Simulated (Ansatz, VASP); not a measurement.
# Ge in two plane-wave programs, part 2 of 2

Wanted: the spread between two codes on one cell, functional and k mesh. The cell is taken from a series of runs on this material, whose earlier steps may have relaxed, scaled, displaced or heated it; both programs get it as it stands.

VASP 6.6.1 and Ansatz 0.2.0.

So far: The structure; Ansatz: relaxation of cell and atoms, r2SCAN.

This is not the structure that Ge takes at ambient pressure and room temperature (diamond type); it is a model or a phase of other conditions.

### 3. VASP: relaxation of cell and atoms, r2SCAN

Level of this step: r2SCAN; plane waves and PAW (Ge_d) (VASP).

The same cell, functional, mesh and smearing now go to VASP, with its own data sets.

Lines of VASP's logs that name or quote its potential files are left out, and so is its time.

File INCAR:

```
SYSTEM = Ge
PREC = Accurate
ENCUT = 550
EDIFF = 1E-07
NELM = 120
ISMEAR = -1
SIGMA = 0.02
LREAL = .FALSE.
ALGO = Normal
METAGGA = R2SCAN
LASPH = .TRUE.
NBANDS = 34
LORBIT = 11
LWAVE = .FALSE.
LCHARG = .FALSE.
ISIF = 3
IBRION = 2
NSW = 80
EDIFFG = -0.005
GGA_COMPAT = .FALSE.
NELMIN = 4
LMIXTAU = .TRUE.
KPAR = 2
```

File POSCAR:

```
Ge
1.0
    4.0000000000      0.0000000000      0.0000000000
   -2.0000000000      3.4641016200      0.0000000000
    0.0000000000      0.0000000000      6.5319726500
Ge
4
Direct
    0.3333333433      0.6666666767      0.5625000000
    0.3333333433      0.6666666767      0.9375000000
    0.6666666767      0.3333333433      0.0625000000
    0.6666666767      0.3333333433      0.4375000000
```

File KPOINTS:

```
Automatic mesh
0
Gamma
10 10 5
0 0 0
```

Potentials, in the order of the species: Ge_d (PBE family, release 64).

Run with:

```bash
> mpirun -np 2 vasp_std
```

Numbers of over 12 decimals in the logs are rounded to 6 here.

What it wrote:

```text
[banner, memory and clock lines left out]
running    2 mpi-ranks, on    1 nodes
 distrk:  each k-point on    1 cores,    2 groups
 distr:  one band on    1 cores,    1 groups

 POSCAR found type information on POSCAR Ge
 POSCAR found :  1 types and       4 ions
|                                                                             |
|               ----> ADVICE to this user running VASP <----                  |
|                                                                             |
|     You enforced a specific xc type in the INCAR file but a different       |
|     [... a line on the potential file left out ...]
|     I HOPE YOU KNOW WHAT YOU ARE DOING!                                     |
|                                                                             |

 LDA part: xc-table for (None), standard interpolation
 POSCAR, INCAR and KPOINTS ok, starting setup
 FFT: planning ... GRIDC
 FFT: planning ... GRID_SOFT
 FFT: planning ... GRID
 WAVECAR not read
 entering main loop
       N       E                     dE             d eps       ncg     rms          rms(c)
DAV:   1     0.463567221116E+03    0.46357E+03   -0.30430E+04  3266   0.483E+03
DAV:   2     0.256777532628E+02   -0.43789E+03   -0.42986E+03  2856   0.842E+02
DAV:   3    -0.562998157669E+02   -0.81978E+02   -0.81024E+02  3228   0.221E+02
DAV:   4    -0.607047666196E+02   -0.44050E+01   -0.43920E+01  3296   0.603E+01
DAV:   5    -0.607977484653E+02   -0.92982E-01   -0.92944E-01  3248   0.971E+00    0.478E+00
DAV:   6    -0.579299576421E+02    0.28678E+01   -0.63690E-01  3084   0.116E+01    0.264E+00
DAV:   7    -0.524287047722E+02    0.55013E+01   -0.84725E-01  3010   0.712E+00    0.822E-01
DAV:   8    -0.542030288492E+02   -0.17743E+01   -0.30815E-01  2948   0.385E+00    0.533E-01
DAV:   9    -0.551304072718E+02   -0.92738E+00   -0.30378E-01  2958   0.267E+00    0.311E-01
DAV:  10    -0.554026611742E+02   -0.27225E+00   -0.15779E-01  3062   0.278E+00    0.186E-01
DAV:  11    -0.554020877616E+02    0.57341E-03   -0.37765E-03  3336   0.498E-01    0.184E-01
DAV:  12    -0.553991674470E+02    0.29203E-02   -0.14649E-04  3166   0.857E-02    0.184E-01
DAV:  13    -0.554003987247E+02   -0.12313E-02   -0.12230E-05  3076   0.228E-02    0.181E-01
DAV:  14    -0.553895845986E+02    0.10814E-01   -0.23053E-02  2864   0.106E+00    0.368E-01
[...]
DAV:  20    -0.554114395492E+02   -0.16816E-03   -0.13024E-04  3710   0.904E-02    0.110E-02
DAV:  21    -0.554114637439E+02   -0.24195E-04   -0.18817E-05  3244   0.308E-02    0.103E-02
DAV:  22    -0.554114701635E+02   -0.64196E-05   -0.64474E-06  2694   0.147E-02    0.664E-03
DAV:  23    -0.554114733900E+02   -0.32265E-05   -0.12823E-06  3204   0.121E-02    0.247E-03
DAV:  24    -0.554114723431E+02    0.10469E-05   -0.95618E-07  2226   0.687E-03    0.211E-03
DAV:  25    -0.554114751899E+02   -0.28468E-05   -0.41712E-07  2228   0.407E-03    0.777E-04
DAV:  26    -0.554114758271E+02   -0.63719E-06   -0.52379E-07  2224   0.444E-03    0.228E-04
DAV:  27    -0.554114758873E+02   -0.60210E-07   -0.26139E-08  1702   0.130E-03
   1 F= -.55411476E+02 E0= -.55411400E+02  d E =-.554115E+02
[... from here on, the cycles between the ionic steps are left out ...]
   2 F= -.55415750E+02 E0= -.55415704E+02  d E =-.427405E-02
   3 F= -.55416989E+02 E0= -.55416925E+02  d E =-.551339E-02
   4 F= -.55417733E+02 E0= -.55417679E+02  d E =-.743827E-03
   5 F= -.55417762E+02 E0= -.55417710E+02  d E =-.773050E-03
   6 F= -.55417764E+02 E0= -.55417713E+02  d E =-.774923E-03
   7 F= -.55417820E+02 E0= -.55417778E+02  d E =-.558421E-04
 trial-energy change:   -0.000056  1 .order   -0.000041   -0.000136    0.000054
 step:   0.7805(harm=  0.7058)  dis= 0.00015  next Energy=   -55.417825 (dE=-0.613E-04)
 bond charge predicted
       N       E                     dE             d eps       ncg     rms          rms(c)
DAV:   1    -0.554179107353E+02   -0.90759E-04   -0.12789E-03  3668   0.512E-01    0.550E-02
DAV:   2    -0.554178488628E+02    0.61872E-04   -0.13727E-04  3508   0.188E-01    0.302E-02
DAV:   3    -0.554178160290E+02    0.32834E-04   -0.59309E-05  3716   0.107E-01    0.585E-03
DAV:   4    -0.554178214305E+02   -0.54015E-05   -0.16043E-05  3096   0.474E-02    0.326E-03
DAV:   5    -0.554178209539E+02    0.47665E-06   -0.22118E-06  2868   0.107E-02    0.161E-03
DAV:   6    -0.554178239362E+02   -0.29824E-05   -0.67020E-07  2204   0.661E-03    0.642E-04
DAV:   7    -0.554178237962E+02    0.14008E-06   -0.71327E-08  1878   0.238E-03    0.263E-04
DAV:   8    -0.554178243238E+02   -0.52769E-06   -0.40706E-08  1648   0.209E-03    0.862E-05
DAV:   9    -0.554178240247E+02    0.29910E-06   -0.20940E-08  1486   0.127E-03    0.353E-05
DAV:  10    -0.554178241151E+02   -0.90349E-07   -0.30031E-09  1446   0.426E-04
   8 F= -.55417824E+02 E0= -.55417780E+02  d E =-.599125E-04
 curvature:  -0.37 expect dE=-0.614E-06 dE for cont linesearch -0.551E-06
 trial: gam= 0.00000 g(F)=  0.376E-07 g(S)=  0.163E-05 ort =-0.153E-04 (trialstep = 0.943E+00)
 search vector abs. value=  0.167E-05
 reached required accuracy - stopping structural energy minimisation
```

From OUTCAR (step 3):

```text
ion  position               nearest neighbor table
   1  0.333  0.667  0.562-   4 2.45   2 2.45   4 2.45   4 2.45
   2  0.333  0.667  0.938-   3 2.45   1 2.45   3 2.45   3 2.45
   3  0.667  0.333  0.062-   2 2.45   4 2.45   2 2.45   2 2.45
   4  0.667  0.333  0.438-   1 2.45   3 2.45   1 2.45   1 2.45

  LATTYP: Found a hexagonal cell.
 ALAT       =     4.0000000000
 C/A-ratio  =     1.6329931625

 Subroutine GETGRP returns: Found 24 space group operations
 (whereof 12 operations were pure point group operations)

The static configuration has the point symmetry D_3d.
 The point group associated with its full space group is D_6h.

 Found     42 irreducible k-points:

   k-points           NKPTS =     42   k-points in BZ     NKDIM =     42   number of bands    NBANDS=     34

   dimension x,y,z NGX =    32 NGY =   32 NGZ =   50
   dimension x,y,z NGXF=    64 NGYF=   64 NGZF=  100

   ENCUT  =  550.0 eV  40.42 Ry    6.36 a.u.   7.65  7.65 12.49*2*pi/ulx,y,z

   NELECT =      56.0000    total number of electrons

 k-points in reciprocal lattice and weights: Automatic mesh
   0.00000000  0.00000000  0.00000000       0.002
   0.10000000 -0.00000000  0.00000000       0.012
   0.20000000 -0.00000000  0.00000000       0.012
   0.30000000 -0.00000000  0.00000000       0.012
   0.40000000 -0.00000000  0.00000000       0.012
   0.50000000 -0.00000000  0.00000000       0.006
   0.10000000  0.10000000  0.00000000       0.012
   0.20000000  0.10000000  0.00000000       0.024
   0.30000000  0.10000000  0.00000000       0.024
[...]
0.40000000  0.20000000  0.40000000       0.024
   0.30000000  0.30000000  0.40000000       0.024

 average (electrostatic) potential at core
       1 -79.5322       2 -79.5322       3 -79.5322       4 -79.5322

 E-fermi :   4.9366

 k-point     1 :       0.0000    0.0000    0.0000
  band No.  band energies     occupation
    ...
     24       3.2154      2.00000
     25       3.2154      2.00000
     26       4.5883      2.00000
     27       4.8906      1.81783
     28       4.8906      1.81782
     29       4.9668      0.36278
     30       5.1166      0.00025
     31       7.1902      0.00000
     32       7.1902      0.00000
     33       7.6858      0.00000
    ...

 k-point     2 :       0.1000   -0.0000    0.0000
  band No.  band energies     occupation
    ...
     24       2.1465      2.00000
     25       2.9715      2.00000
     26       3.2870      2.00000
     27       4.3785      2.00000
     28       4.6523      2.00000
     29       5.8508      0.00000
     30       6.1913      0.00000
     31       7.2754      0.00000
     32       7.5306      0.00000
     33       8.0829      0.00000
    ...

 k-point     3 :       0.2000   -0.0000    0.0000
  band No.  band energies     occupation
    ...
     24       0.7820      2.00000
     25       1.5154      2.00000
     26       2.4669      2.00000
     27       3.7884      2.00000
     28       4.1527      2.00000
     29       6.0638      0.00000
     30       6.7004      0.00000
     31       8.1958      0.00000
     32       8.2760      0.00000
     33       8.3757      0.00000
    ...

  Total        0.0082152      0.0082152     -0.0004758      0.0000000      0.0000000      0.0000000
  in kB        0.1439965      0.1439965     -0.0083391      0.0000000      0.0000000      0.0000000
  external PRESSURE =       0.0932180 kB  Pullay stress =       0.0000000 kB

  energy-cutoff  :      550.00
  volume of cell :       91.41
      direct lattice vectors                 reciprocal lattice vectors
     3.996915034 -0.000000000  0.000000000     0.250192959  0.144448972  0.000000000
    -1.998457517  3.461429961 -0.000000000     0.000000000  0.288897944  0.000000000
     0.000000000 -0.000000000  6.606883481    -0.000000000 -0.000000000  0.151357293

 POSITION                                       TOTAL-FORCE (eV/Angst)
 -----------------------------------------------------------------------------------
      0.00000      2.30762      3.71969        -0.000000     -0.000000      0.000441
      0.00000      2.30762      6.19063        -0.000000      0.000000     -0.000441
      1.99846      1.15381      0.41625         0.000000     -0.000000      0.000441
      1.99846      1.15381      2.88719         0.000000      0.000000     -0.000441
 -----------------------------------------------------------------------------------
    total drift:                               -0.000020     -0.000035     -0.000000

  FREE ENERGIE OF THE ION-ELECTRON SYSTEM (eV)
  ---------------------------------------------------
  free  energy   TOTEN  =       -55.4178241151 eV

  energy  without entropy=      -55.4177368424  energy(sigma->0) =      -55.41778048

 reached required accuracy - stopping structural energy minimisation

 total charge
# of ion       s       p       d       tot
------------------------------------------
    1        1.101   1.284  10.021  12.407
    2        1.101   1.284  10.021  12.407
    3        1.101   1.284  10.021  12.407
    4        1.101   1.284  10.021  12.407
--------------------------------------------------
tot          4.406   5.137  40.086  49.629

[... 3 further parts left out ...]
```

### 4. Comparison

Known differences besides the potentials themselves: VASP keeps PBE cores, Ansatz makes them for the functional; the cutoff is 600 eV in Ansatz and 550 eV in VASP; Ansatz adds a Pulay correction to the stress that steers its cell, VASP none. Total energies have different zeros and are not compared.

The two programs side by side:

```csv
quantity,Ansatz,VASP,difference
volume (Å³),91.19,91.41,-0.23 %
"edge a after relaxation, in the typed setting (Å)",3.994,3.997,-0.06 %
"edge c after relaxation, in the typed setting (Å)",6.600,6.607,-0.11 %
```

### 5. What came out

* difference in volume (relaxation of cell and atoms, r2SCAN): -0.23 %

What this shows: The difference in volume is -0.23 % (relaxation of cell and atoms, r2SCAN), within the 1.2 % picked in this series as the mark of a large difference, as far as the stopping tolerances let one tell. How closely two codes agree says nothing of how well the functional describes the real material.

[Lines on the potential files, build, host, timing and source positions are cut from VASP's logs without a mark.]

[Logs are printed without paths, hosts, clocks, repeated set-up lines and the standing remarks that a program may print on its own settings, such as how far it seeks lower states.]

[Hosts, paths, dates, database ids (printed as entryN), source tags and the programs' standing remarks are cut or masked in the printed files.]
